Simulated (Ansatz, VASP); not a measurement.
# TcCl2: VASP beside Ansatz

One calculation is typed for both programs; each brings its own data sets. How far apart do they land? The structure shown is the start of the Ansatz relaxation below; VASP solves that cell, so the two are compared at the walk's first step.

Program: Ansatz 0.2.0. Level of theory: plane waves, with VASP 6.6.1 beside it; single point at PBEsol. Results are calculated unless marked as measured.

## 1. Starting point

The cell holds 3 atoms: 1 Tc and 2 Cl. Its edges and angles: a = 3.752 Å, b = 3.752 Å, c = 30.112 Å, α = 90.0°, β = 90.0°, γ = 120.0°. Vacuum lies along c. The height across the vacuum is the one that the program set for its solve, not the one typed.

Structure file:

```cif
data_structure
_symmetry_space_group_name_H-M 'P 1'
_symmetry_Int_Tables_number 1
_cell_length_a 3.7520
_cell_length_b 3.7520
_cell_length_c 30.1118
_cell_angle_alpha 90.000
_cell_angle_beta 90.000
_cell_angle_gamma 120.000
_cell_volume 367.11
loop_
_atom_site_label
_atom_site_type_symbol
_atom_site_fract_x
_atom_site_fract_y
_atom_site_fract_z
_atom_site_occupancy
Tc1 Tc 0.00000 0.00000 0.31808 1
Cl2 Cl 0.33333 0.66667 0.37048 1
Cl3 Cl 0.66667 0.33333 0.26568 1
```

## 2. Ansatz: relaxation, PBEsol

Ansatz runs on its default PAW (the set named soft_2) files.

The two programs are compared at the cell with which this relaxation starts, whose forces are those of its first step.

input.yaml reads:

```yaml
crystal:
  lattice:
    - [3.752, 0.0, 0.0]
    - [-1.876, 3.249327315, 0.0]
    - [0.0, 0.0, 19.1558825496]
  atoms:
    - { symbol: Tc, position: [0.0, 0.0, 0.5] }
    - { symbol: Cl, position: [0.3333333333, 0.6666666667, 0.5823737184] }
    - { symbol: Cl, position: [0.6666666667, 0.3333333333, 0.4176262816] }
  periodic: [true, true, false]
kpoints:
  mp_grid: { grid: [6, 6, 1] }
hamiltonian:
  xc: pbesol
scf:
  occupations: { method: fermi_dirac, width: 0.02 }
relax:
  f_tol: 0.01
  max_steps: 80
  cell: {}
```

The run is started by

```sh
$ ansatz run input.yaml --threads 8 --pin off --max-ram 14745MiB --backend cpu --events-out ev --progress --plain --runs-dir out
```

Numbers of over 12 decimals in the logs are rounded to 6 here.

The log of the run:

```text
Warning: crystal.periodic: the lattice vector that does not repeat stood 0.000° off the slab's normal, 19.156 Å along it as the deck builds it. The run solves the slab on a vector along the normal, 30.112 Å long, with every atom where it was (on the deck's vector they left 16.00 Å outside them, and the widest stretch free of ions among them is 1.58 Å). A fractional position that the run reports is one of the run's ce [...]
crystal.periodic: the lattice vector that does not repeat stood 0.000° off the slab's normal, 19.156 Å along it as the deck builds it. The run solves the slab on a vector along the normal, 30.112 Å long, with every atom where it was (on the deck's vector they left 16.00 Å outside them, and the widest stretch free of ions among them is 1.58 Å). A fractional position that the run reports is one of the run's cell, which [...]
Engine: ansatz 0.2.0, aarch64-unknown-linux-gnu
Pseudopotentials: kind: paw
Pseudopotential: Tc, paw, valence charge 15, recommended cutoff 500 eV (normal), Tc.paw.azcp
Pseudopotential: Cl, paw, valence charge 7, recommended cutoff 420 eV (normal), Cl.paw.azcp
Functional definition: PBEsol
  exchange = pbesol_x
  correlation = pbesol_c
Crystal: 3 atoms, lattice volume = 367.107 Å³
Basis set: ecut = 500 eV, 9265 PW (Γ), exchange–correlation on 60×60×450 points (8 copies of the dense FFT grid, shifted against one another)
Bands: 19, of which v1, the nominal top of the filled ones, is band 15 counted from 1 (14 counted from 0)
Symmetry: 12 space group operations
Space group: P-3m1 (ITA 164), of the structure as read, at distance tolerance 7.2e-5 Å
k-points: 7 of 36
Non-local potential: Tc, projectors of the file, l = 0: 3, l = 1: 3, l = 2: 2, l = 3: 2
Non-local potential: Cl, projectors of the file, l = 0: 2, l = 1: 2, l = 2: 2
PAW form: soft (Blöchl's): semilocal exchange-correlation on the pseudo side does not see the compensation charge
PAW frozen core: Tc, regenerated for the run's functional, and the local potential with it (the file was generated under x = pbe(κ = 0.804, μ = 0.219515), c = pbe(β = 0.066725))
PAW frozen core: Cl, regenerated for the run's functional, and the local potential with it (the file was generated under x = pbe(κ = 0.804, μ = 0.219515), c = pbe(β = 0.066725))
PAW one-centre angular grid: Tc, 590 points (default); XC on 64 Gauss nodes
PAW one-centre angular grid: Cl, 110 points (default); XC on 64 Gauss nodes
Initial density: superposition of atomic densities (neutral atoms: chi_scale 0, normalization atom)
Initial wavefunctions: pseudopotential atomic-orbital guess
Functional: x = pbesol(κ = 0.804, μ = 0.123457), c = pbesol(β = 0.046)
SCF iter   1: F=—  HF=-7458.797332 eV  |F-HF|=—  |Δ(HF+E_count)|=         —  Δρ=2.75e-2  dr2=1.85e0  ethr=3.10e-3  ⟨swp⟩=13.7  Hψ=1084  notcnv=0
[...]
SCF iter   5: F=—  HF=-7459.960668 eV  |F-HF|=—  |Δ(HF+E_count)|=   1.44e-5  Δρ=1.26e-4  dr2=1.95e-5  ethr=1.85e-6  ⟨swp⟩=3.1  Hψ=272  notcnv=0
SCF iter   6: F=—  HF=-7459.960679 eV  |F-HF|=—  |Δ(HF+E_count)|=   1.13e-5  Δρ=2.62e-5  dr2=8.58e-7  ethr=6.73e-8  ⟨swp⟩=2.9  Hψ=252  notcnv=0
SCF iter   7: F=-7459.960680 eV  HF=-7459.960680 eV  |F-HF|=3.36e-8  |Δ(HF+E_count)|=   4.30e-7  Δρ=5.99e-6  dr2=5.11e-8  ethr=1.03e-9  ⟨swp⟩=7.6  Hψ=686  notcnv=0
SCF 7 converged in 7 iterations: F = -7459.960680 eV  dr2 = 5.11e-8
relax step   7: F+E_penalty+E_count = -7459.96067953 eV  Δ(F+E_penalty+E_count) = -1.969e-2 eV  max|allowed force component| = 2.959e-3 eV/Å  Δτ_max = 0.0437 Å  P = +1.869 N/m  Ω = 260.678 Å³  energy of the carried Pulay correction = +1.742e-3 eV  fix = [c, alpha, beta]  reactions: c +0.000 N/m  (7 SCF iters, dr2 threshold 3.00e-7 eV, accepted)
[...]
relax step   8: F+E_penalty+E_count = -7459.97659367 eV  Δ(F+E_penalty+E_count) = -1.591e-2 eV  max|allowed force component| = 2.124e-1 eV/Å  Δτ_max = 0.0733 Å  P = +0.205 N/m  Ω = 276.898 Å³  energy of the carried Pulay correction = +1.439e-3 eV  fix = [c, alpha, beta]  reactions: c +0.000 N/m  (7 SCF iters, dr2 threshold 3.00e-7 eV, accepted)
[...]
relax step   9: F+E_penalty+E_count = -7459.98272093 eV  Δ(F+E_penalty+E_count) = -6.127e-3 eV  max|allowed force component| = 2.092e-3 eV/Å  Δτ_max = 0.0328 Å  P = +0.005 N/m  Ω = 272.780 Å³  energy of the carried Pulay correction = +1.515e-3 eV  fix = [c, alpha, beta]  reactions: c +0.000 N/m  (6 SCF iters, dr2 threshold 3.00e-7 eV, accepted)
[...]
relax step  10: F+E_penalty+E_count = -7459.98217508 eV  Δ(F+E_penalty+E_count) = +5.459e-4 eV  max|allowed force component| = 2.055e-3 eV/Å  Δτ_max = 0.0000 Å  P = -0.002 N/m  Ω = 272.780 Å³  fix = [c, alpha, beta]  reactions: c -0.000 N/m  stress off target by 2.29e-3 N/m on what of the cell is left free  SCF on the basis re-selected at this cell (its energy is not comparable with the rows above)  (7 SCF iters)
basis re-selected at this cell: Δ(F+E_penalty+E_count) = +5.459e-4 eV, ΔP = -0.007 N/m vs the last step (what re-selecting the basis moved, of the pressure what is left beyond the Pulay correction that the steps carried, after the strain that the cell walked since its last selection, with what the two solves' SCF thresholds leave and, on support functions, any second-order correction that the steps lacked; it is no measure of the basis error at this ecutwfc). The dense FFT grid was sized anew with the basis: this SCF ran on 24×24×225 points, the steps before it on 30×30×225, so part of this shift can come from that change (see relax.cell in the input reference). [rest of the remark cut]
SCF converged after 7 iterations
Free energy (F): -7459.982175 eV
Harris-Foulkes:  -7459.982175 eV  (|F-HF|=1.82e-11)
Internal energy: -7459.982018 eV  (E = F + TS)
E sigma→0 (E₀):  -7459.982096 eV
Entropy (-TS):   -0.000157 eV (-0.052 meV/atom)
Fermi energy:    -3.941583 eV
--- Per-component energies (eV) ---
  E_band       = -638.362525
  E_kinetic    = 950.274192
  E_local      = -53909.590076  (includes V_loc(G=0)·N_el)
  E_nonlocal   = 347.043197
  E_hartree    = 26313.295757
  E_xc         = -449.245489
  E_vxc        = -536.112311  (∫ρ·V_xc dr)
  E_paw        = -4503.545120  (= ΣΔE_a)
  E_vpaw       = -116.569098  (= ΣTr[D̂ρ^β])
  E_aug_tail   = 0.000061  (compensation charges beyond the density's cutoff)
  E_ewald      = 23791.401752
  E_core_change = 0.383709  (= ΣΔE_core)
  E_smearing   = -0.000157  (= −TS)
  E_closure    = 0.000000  (closes the sum)
  Σ components = -7459.982175   (vs F -7459.982175, Δ=0.00e0)
--- Forces (eV/Å), atoms counted from 1 ---
  atom   1  Tc     0.00000000     0.00000000     0.00000000
  atom   2  Cl     0.00000000    -0.00000000    -0.00205513
  atom   3  Cl     0.00000000     0.00000000     0.00205513
  max |Σ_I F_I| component: 4.34e-19 eV/Å
--- 2D stress c σ (N/m, compression-positive) ---
       -0.002293       0.000000      -0.000000
        0.000000      -0.002293       0.000000
       -0.000000       0.000000      -0.000000
  P = ½ c Tr σ = -0.0023 N/m
--- Relaxed structure (9 steps of the walk, 9 accepted, 1 SCFs on fresh bases) ---
  F+E_penalty+E_count = -7459.98217508 eV   max|allowed force component| = 2.055e-3 eV/Å   (the final SCF, on the basis selected at the relaxed cell)
  cell:  # Å, volume = 272.7800 Å³
    - [3.234245, 0, 0]
    - [-1.617122, 2.800938, 0]
    - [0, 0, 30.111765]
  atoms:
    - { symbol: Tc, position: [0, 0, 0.318080] }
    - { symbol: Cl, position: [0.333333, 0.666667, 0.368929] }
    - { symbol: Cl, position: [0.666667, 0.333333, 0.267231] }
```

## 3. VASP: single point, PBEsol, start cell

The same cell, functional, mesh and smearing now go to VASP, with its own data sets.

Lines of VASP's logs that name or quote its potential files are left out, and so is its time.

INCAR reads:

```
SYSTEM = TcCl2
PREC = Accurate
ENCUT = 400
EDIFF = 1E-06
NELM = 120
ISMEAR = -1
SIGMA = 0.02
LREAL = .FALSE.
ALGO = Normal
GGA = PS
NBANDS = 19
LASPH = .TRUE.
LORBIT = 11
LWAVE = .FALSE.
LCHARG = .FALSE.
ISIF = 2
LDIPOL = .TRUE.
IDIPOL = 3
DIPOL = 0.5 0.5 0.318
LVHAR = .TRUE.
GGA_COMPAT = .FALSE.
NELMDL = -8
```

POSCAR reads:

```
TcCl2
1.0
    3.7520000000      0.0000000000      0.0000000000
   -1.8760000000      3.2493270000      0.0000000000
    0.0000000000      0.0000000000     30.1117650000
Tc Cl
1 2
Direct
    0.0000000000      0.0000000000      0.3180796941
    0.3333333333      0.6666666667      0.3704825340
    0.6666666667      0.3333333333      0.2656768874
```

KPOINTS reads:

```
Automatic mesh
0
Gamma
6 6 1
0 0 0
```

Potentials, in the order of the species: Tc_pv and Cl (PBE family, release 64).

The run is started by

```sh
$ mpirun -np 1 vasp_std
```

The log of the run:

```text
[banner, memory and clock lines left out]
running    1 mpi-ranks, on    1 nodes
 distrk:  each k-point on    1 cores,    1 groups
 distr:  one band on    1 cores,    1 groups

 POSCAR found type information on POSCAR TcCl
 POSCAR found :  2 types and       3 ions
|                                                                             |
|               ----> ADVICE to this user running VASP <----                  |
|                                                                             |
|     You enforced a specific xc type in the INCAR file but a different       |
|     [... a line on the potential file left out ...]
|     I HOPE YOU KNOW WHAT YOU ARE DOING!                                     |
|                                                                             |

 LDA part: xc-table for (Slater+PW92), standard interpolation
 POSCAR, INCAR and KPOINTS ok, starting setup
 FFT: planning ... GRIDC
 FFT: planning ... GRID_SOFT
 FFT: planning ... GRID
 WAVECAR not read
 entering main loop
       N       E                     dE             d eps       ncg     rms          rms(c)
DAV:   1     0.187010087436E+03    0.18701E+03   -0.10140E+04   370   0.816E+02
DAV:   2     0.247199953930E+01   -0.18454E+03   -0.18232E+03   392   0.207E+02
DAV:   3    -0.147486100489E+02   -0.17221E+02   -0.16972E+02   377   0.685E+01
DAV:   4    -0.150480154318E+02   -0.29941E+00   -0.29707E+00   342   0.974E+00
DAV:   5    -0.150546651340E+02   -0.66497E-02   -0.66453E-02   361   0.136E+00
DAV:   6    -0.150547972662E+02   -0.13213E-03   -0.13212E-03   342   0.200E-01
DAV:   7    -0.150548027420E+02   -0.54758E-05   -0.54755E-05   361   0.364E-02
DAV:   8    -0.150548029164E+02   -0.17440E-06   -0.17435E-06   291   0.683E-03    0.944E+00
DAV:   9    -0.145135631820E+02    0.54124E+00   -0.40517E+00   293   0.120E+01    0.446E+00
DAV:  10    -0.144694571510E+02    0.44106E-01   -0.81198E-01   284   0.584E+00    0.266E+00
DAV:  11    -0.144443531981E+02    0.25104E-01   -0.14748E-01   296   0.247E+00    0.469E-01
DAV:  12    -0.144448340978E+02   -0.48090E-03   -0.84325E-03   347   0.470E-01    0.212E-01
DAV:  13    -0.144445538117E+02    0.28029E-03   -0.14649E-03   302   0.267E-01    0.470E-02
DAV:  14    -0.144445119446E+02    0.41867E-04   -0.10545E-04   358   0.539E-02    0.247E-02
[...]
DAV:  18    -0.144446198123E+02   -0.51870E-05   -0.60864E-07   193   0.542E-03    0.909E-03
DAV:  19    -0.144446690826E+02   -0.49270E-04   -0.45779E-06   291   0.754E-03    0.140E-03
DAV:  20    -0.144446844740E+02   -0.15391E-04   -0.40685E-07   213   0.287E-03    0.241E-03
DAV:  21    -0.144447058229E+02   -0.21349E-04   -0.76380E-07   238   0.300E-03    0.958E-04
DAV:  22    -0.144447080943E+02   -0.22714E-05   -0.49214E-08   190   0.111E-03    0.486E-04
DAV:  23    -0.144447124669E+02   -0.43726E-05   -0.12430E-07   187   0.141E-03    0.436E-04
DAV:  24    -0.144447144025E+02   -0.19356E-05   -0.47424E-08   178   0.104E-03    0.207E-04
DAV:  25    -0.144447150238E+02   -0.62133E-06   -0.17812E-08   181   0.527E-04
   1 F= -.14444715E+02 E0= -.14439978E+02  d E =-.947308E-02
```

OUTCAR, selected parts (step 3):

```text
ion  position               nearest neighbor table
   1  0.000  0.000  0.318-   3 2.68   3 2.68   3 2.68   2 2.68   2 2.68   2 2.68
   2  0.333  0.667  0.370-   1 2.68   1 2.68   1 2.68
   3  0.667  0.333  0.266-   1 2.68   1 2.68   1 2.68

  LATTYP: Found a hexagonal cell.
 ALAT       =     3.7520000000
 C/A-ratio  =     8.0255237207

 Subroutine GETGRP returns: Found 12 space group operations
 (whereof  6 operations were pure point group operations)

The static configuration has the point symmetry C_3v.
 The point group associated with its full space group is D_3d.

 Found      7 irreducible k-points:

   k-points           NKPTS =      7   k-points in BZ     NKDIM =      7   number of bands    NBANDS=     19

   dimension x,y,z NGX =    24 NGY =   24 NGZ =  196
   dimension x,y,z NGXF=    48 NGYF=   48 NGZF=  392

   ENCUT  =  400.0 eV  29.40 Ry    5.42 a.u.   6.12  6.12 49.10*2*pi/ulx,y,z

   NELECT =      27.0000    total number of electrons

 k-points in reciprocal lattice and weights: Automatic mesh
   0.00000000  0.00000000  0.00000000       0.028
   0.16666667  0.00000000  0.00000000       0.167
   0.33333333  0.00000000  0.00000000       0.167
   0.50000000  0.00000000  0.00000000       0.083
   0.16666667  0.16666667  0.00000000       0.167
   0.33333333  0.16666667  0.00000000       0.333
   0.33333333  0.33333333  0.00000000       0.056

 dipolmoment           0.000000      0.000000     -0.000001 electrons x Angstroem

 average (electrostatic) potential at core
       1 -82.9859       2-100.1461       3-100.1461

 E-fermi :  -3.2226

 k-point     1 :       0.0000    0.0000    0.0000
  band No.  band energies     occupation
    ...
     10      -6.5656      2.00000
     11      -6.5656      2.00000
     12      -4.0110      2.00000
     13      -4.0110      2.00000
     14      -3.8690      2.00000
     15      -2.5638      0.00000
     16      -2.5638      0.00000
     17      -0.7891      0.00000
     18       0.9795      0.00000
     19       1.6631      0.00000

 k-point     2 :       0.1667    0.0000    0.0000
  band No.  band energies     occupation
    ...
     10      -6.9411      2.00000
     11      -6.7967      2.00000
     12      -4.1031      2.00000
     13      -3.7414      2.00000
     14      -3.6382      2.00000
     15      -2.7113      0.00000
     16      -2.5590      0.00000
     17      -0.0531      0.00000
     18       1.6689      0.00000
     19       2.0142      0.00000

 k-point     3 :       0.3333    0.0000    0.0000
  band No.  band energies     occupation
    ...
     10      -7.2185      2.00000
     11      -7.0819      2.00000
     12      -4.3614      2.00000
     13      -3.3617      1.99810
     14      -3.2747      1.86236
     15      -2.4504      0.00000
     16      -2.4174      0.00000
     17       0.9885      0.00000
     18       2.0142      0.00000
     19       2.9320      0.00000

  Total       -7.9962457     -7.9962442     -6.7046485      0.0000000     -0.0000000      0.0000000
  in kB      -34.8982984    -34.8982916    -29.2613349      0.0000000     -0.0000000      0.0000000
  external PRESSURE =     -33.0193083 kB  Pullay stress =       0.0000000 kB

  energy-cutoff  :      400.00
  volume of cell :      367.11
      direct lattice vectors                 reciprocal lattice vectors
     3.752000000  0.000000000  0.000000000     0.266524520  0.153878018  0.000000000
    -1.876000000  3.249327000  0.000000000     0.000000000  0.307756037  0.000000000
     0.000000000  0.000000000 30.111765000     0.000000000  0.000000000  0.033209611

 POSITION                                       TOTAL-FORCE (eV/Angst)
 -----------------------------------------------------------------------------------
      0.00000      0.00000      9.57794         0.000000     -0.000000     -0.000000
     -0.00000      2.16622     11.15588         0.000000     -0.000000     -2.079799
      1.87600      1.08311      8.00000        -0.000000      0.000000      2.079799
 -----------------------------------------------------------------------------------
    total drift:                               -0.000000      0.000000     -0.001329

  FREE ENERGIE OF THE ION-ELECTRON SYSTEM (eV)
  ---------------------------------------------------
  free  energy   TOTEN  =       -14.4447150238 eV

  energy  without entropy=      -14.4352419401  energy(sigma->0) =      -14.43997848

 vacuum level on the upper side and lower side of the slab         1.772         1.772

 total charge
# of ion       s       p       d       tot
------------------------------------------
    1        0.192   6.155   4.959  11.306
    2        1.589   3.393   0.000   4.982
    3        1.589   3.393   0.000   4.982
--------------------------------------------------
tot          3.371  12.941   4.959  21.271

[... 3 further parts left out ...]
```

## 4. Differences

Known differences besides the potentials themselves: Ansatz cuts the interaction across the vacuum, VASP repeats the sheet with a dipole correction; the data sets hold 29 valence electrons in Ansatz (on its default PAW (the set named soft_2) files) and 27 in VASP; the cutoff is 500 eV in Ansatz and 400 eV in VASP; Ansatz makes its cores anew for this functional, VASP keeps those of its PBE data sets. Total energies have different zeros and are not compared.

Forces (eV/Å; atoms numbered as in POSCAR):

```csv
atom,"Ansatz x, y, z","VASP x, y, z"
Tc1,"0.000, 0.000, 0.000","0.000, 0.000, 0.000"
Cl2,"0.000, 0.000, -2.077","0.000, 0.000, -2.080"
Cl3,"0.000, 0.000, 2.077","0.000, 0.000, 2.080"
```

The forces differ by 1.1 meV/Å r.m.s., which is 0.1 % of the r.m.s. force of 0.980 eV/Å (both taken over all components). With vacuum in the cell, a pressure given here is an average over mostly empty space and none of the material.

## 5. What came out

| Property | Result |
| --- | --- |
| r.m.s. force difference (single point, PBEsol, start cell) | 0.11 % of the r.m.s. force |

**Reading.** The r.m.s. force difference is 0.11 % of the r.m.s. force (single point, PBEsol, start cell), within the 3 % picked in this series as the mark of a large difference. The data sets hold unlike numbers of valence electrons (29 in Ansatz and 27 in VASP), so part of the differences comes from the potentials. 1 further run of this series is not shown here. Such differences can come from data sets, numerical settings and the points named under the comparisons, not from the functional's error against experiment.

[Lines on the potential files, build, host, timing and source positions are cut from VASP's logs without a mark.]

[Logs are printed without paths, hosts, clocks, repeated set-up lines and the standing remarks that a program may print on its own settings, such as how far it seeks lower states.]

[Hosts, paths, dates, database ids (printed as entryN), source tags and the programs' standing remarks are cut or masked in the printed files.]
